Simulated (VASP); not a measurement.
# Tl3Mo (Im-3m) in VASP: further runs, part 2 of 2

VASP 6.6.1. The steps go on from the part before.

**3. Relaxation of cell and atoms, PBE (species swapped into the Sb3Au type (Im-3m, No. 229))**

The input, INCAR:

```
PREC = Accurate
ENCUT = 600
EDIFF = 1E-6
ISMEAR = 0
SIGMA = 0.1
LREAL = F
LASPH = T
NELM = 80
ALGO = Normal
ISIF = 3
LWAVE = F
LCHARG = F
GGA = PE
IBRION = 2
NSW = 100
EDIFFG = -0.01
```

The input, KPOINTS:

```
Automatic mesh
0
Gamma
  10 10 10
```

The input, POSCAR:

```
Tl3Mo
1.0
   -3.0801699700      3.0801699700      3.0801699700
    3.0801699700     -3.0801699700      3.0801699700
    3.0801699700      3.0801699700     -3.0801699700
Tl Mo
3 1
Direct
    0.0000000000      0.5000000000      0.5000000000
    0.5000000000      0.0000000000      0.5000000000
    0.5000000000      0.5000000000      0.0000000000
    0.0000000000      0.0000000000      0.0000000000
```

Potentials or basis: VASP PAW PBE potentials, release 64 (Tl_d, Mo_sv).

On the command line:

```bash
$ cat potpaw_PBE.64/Tl_d/POTCAR potpaw_PBE.64/Mo_sv/POTCAR > POTCAR
$ mpirun -np 1 vasp_std > vasp.out
```

OUTCAR:

```text
PREC = Accurate
   ENCUT = 600
   EDIFF = 1E-6
   ISMEAR = 0
   LREAL = F
   LASPH = T
   NELM = 80
   ISIF = 3
   GGA = PE
   IBRION = 2
   NSW = 100
   EDIFFG = -0.01

 ion  position               nearest neighbor table
   1  0.000  0.500  0.500-   2 3.08   3 3.08   4 3.08   4 3.08   3 3.08   2 3.08
   2  0.500  0.000  0.500-   1 3.08   3 3.08   4 3.08   3 3.08   4 3.08   1 3.08
   3  0.500  0.500  0.000-   1 3.08   2 3.08   4 3.08   2 3.08   1 3.08   4 3.08
   4  0.000  0.000  0.000-   1 3.08   2 3.08   3 3.08   1 3.08   2 3.08   3 3.08

  LATTYP: Found a body centered cubic cell.
 ALAT       =     6.1603399400

  Lattice vectors:

 A1 = (  -3.0801699700,   3.0801699700,   3.0801699700)
 A2 = (   3.0801699700,  -3.0801699700,   3.0801699700)
 A3 = (   3.0801699700,   3.0801699700,  -3.0801699700)

Analysis of symmetry for initial positions (statically):
=====================================================================
 Subroutine PRICEL returns:
 Original cell was already a primitive cell.

 Routine SETGRP: Setting up the symmetry group for a
 body centered cubic supercell.
[... 175 lines left out ...]

------------------------ aborting loop because EDIFF is reached ----------------------------------------

  FORCE on cell =-STRESS in cart. coord.  units (eV):
  Direction    XX          YY          ZZ          XY          YZ          ZX
  --------------------------------------------------------------------------------------
  -------------------------------------------------------------------------------------
  Total       -2.2669950     -2.2669950     -2.2669950      0.0000000      0.0000000      0.0000000
  in kB      -31.0725647    -31.0725647    -31.0725647      0.0000000      0.0000000      0.0000000
  external PRESSURE =     -31.0725647 kB  Pullay stress =       0.0000000 kB
[... 63 lines left out ...]
--------------------------------------- Ionic step        3  -------------------------------------------

 number of electron      52.9999997 magnetization

 Free energy of the ion-electron system (eV)
  ---------------------------------------------------
  ext. energy  EPLUGINS =         0.00000000
  ---------------------------------------------------
  free energy    TOTEN  =       -13.31391754 eV

  energy without entropy =      -13.26014382  energy(sigma->0) =      -13.28703068

 E-fermi :   6.4674     XC(G=0): -10.3541

 val. band max:        6.4553064858   @ k =   0.2000   0.2000   0.0000
 cond. band min:       6.4747526817   @ k =   0.4000   0.1000   0.1000
 fundamental gap:      0.0194461958
 Fermi energy:         6.4674216069

 k-point     1 :       0.0000    0.0000    0.0000
  band No.  band energies     occupation
      1     -54.2515      2.00000
      2     -28.3307      2.00000
      3     -28.3307      2.00000
      4     -28.3307      2.00000
      5      -5.7816      2.00000
      6      -5.7816      2.00000
[... 805 lines left out ...]
     30       7.9780      0.00000
     31       8.0507      0.00000

 [... further k-points ...]
[... 5 lines left out ...]
  --------------------------------------------------------------------------------------
  -------------------------------------------------------------------------------------
  Total        0.0043060      0.0043060      0.0043060     -0.0000000      0.0000000      0.0000000
  in kB        0.0633154      0.0633154      0.0633154     -0.0000000      0.0000000      0.0000000
  external PRESSURE =       0.0633154 kB  Pullay stress =       0.0000000 kB
[... 19 lines left out ...]
  FREE ENERGIE OF THE ION-ELECTRON SYSTEM (eV)
  ---------------------------------------------------
  free  energy   TOTEN  =       -13.3139175402 eV

  energy  without entropy=      -13.2601438183  energy(sigma->0) =      -13.28703068

 reached required accuracy - stopping structural energy minimisation
```

OSZICAR:

```text
N       E                     dE             d eps       ncg     rms          rms(c)
DAV:   1     0.394529467816E+03    0.39453E+03   -0.30304E+04  2914   0.179E+03
DAV:   2    -0.211628773534E+01   -0.39665E+03   -0.39275E+03  3292   0.421E+02
DAV:   3    -0.136235173935E+02   -0.11507E+02   -0.11340E+02  3490   0.599E+01
[... 25 lines left out ...]
DAV:   4    -0.133141640165E+02    0.47577E-02   -0.29798E-02  3012   0.107E+00    0.383E-01
DAV:   5    -0.133141057925E+02    0.58224E-04   -0.33131E-03  3188   0.244E-01    0.912E-02
DAV:   6    -0.133139184914E+02    0.18730E-03   -0.87963E-04  3356   0.102E-01    0.169E-02
DAV:   7    -0.133139175912E+02    0.90014E-06   -0.39160E-05  3294   0.278E-02    0.477E-03
DAV:   8    -0.133139175402E+02    0.51019E-07   -0.69322E-07  2130   0.409E-03
   3 F= -.13313918E+02 E0= -.13287031E+02  d E =-.823104E-01
```

CONTCAR:

```text
Tl3Mo
   1.00000000000000
    -3.0088850126245013    3.0088850126245013    3.0088850126245013
     3.0088850126245013   -3.0088850126245013    3.0088850126245013
     3.0088850126245013    3.0088850126245013   -3.0088850126245013
  Tl              Mo
     3     1
Direct
     0.0000000000000000    0.5000000000000000    0.5000000000000000
     0.5000000000000000    0.0000000000000000    0.5000000000000000
     0.5000000000000000    0.5000000000000000    0.0000000000000000
     0.0000000000000000    0.0000000000000000    0.0000000000000000

  0.00000000E+00  0.00000000E+00  0.00000000E+00
  0.00000000E+00  0.00000000E+00  0.00000000E+00
  0.00000000E+00  0.00000000E+00  0.00000000E+00
  0.00000000E+00  0.00000000E+00  0.00000000E+00
```

It took 7.2 min on 1 thread of Intel Xeon Platinum 8375C at 2.90GHz (Ice Lake), shared host; peak memory 0.43 GiB.

What came out:

* Free energy: -13.3139 eV
* Relaxed volume: 27.24 Å³/atom
* Relaxed cell: a = 5.212 Å, b = 5.212 Å, c = 5.212 Å, α = 109.47°, β = 109.47°, γ = 109.47°
* Space group after relaxing (to 0.05 Å): Im-3m (No. 229)
* Energy gained by relaxing: 20.6 meV/atom
* Ionic steps: 3
* Pressure after relaxing: 0.0 GPa
* Band gap on the k mesh: none (metal or under the smearing width)

Step by step:
| step | energy change (eV) | largest force (eV/Å) | pressure (GPa) | volume (Å³) |
| --- | --- | --- | --- | --- |
| 1 | 0.0000 | 0.0000 | -3.11 | 116.89 |
| 2 | -0.0792 | 0.0000 | 0.71 | 107.56 |
| 3 | -0.0823 | 0.0000 | 0.01 | 108.96 |

Final structure:
```cif
data_structure
_symmetry_space_group_name_H-M 'P 1'
_symmetry_Int_Tables_number 1
_cell_length_a 5.2115
_cell_length_b 5.2115
_cell_length_c 5.2115
_cell_angle_alpha 109.471
_cell_angle_beta 109.471
_cell_angle_gamma 109.471
_cell_volume 108.96
loop_
_atom_site_label
_atom_site_type_symbol
_atom_site_fract_x
_atom_site_fract_y
_atom_site_fract_z
_atom_site_occupancy
Tl1 Tl 0.00000 0.50000 0.50000 1
Tl2 Tl 0.50000 0.00000 0.50000 1
Tl3 Tl 0.50000 0.50000 0.00000 1
Mo1 Mo 0.00000 0.00000 0.00000 1
```

Levels at points of the mesh, in eV from the Fermi level:
```csv
k point,band 22,band 23,band 24,band 25,band 26,band 27,band 28,band 29,band 30,band 31
"(0.00, 0.00, 0.00)",-3.44,-0.33,-0.33,-0.33,-0.20,-0.20,-0.20,1.36,1.36,1.36
"(0.50, 0.00, 0.00)",-4.02,-1.99,-1.84,-1.19,-0.23,0.08,0.63,1.45,1.63,3.74
"(0.50, 0.50, 0.50)",-3.07,-2.66,-2.66,-2.66,0.15,0.15,0.15,1.21,1.21,3.69
```
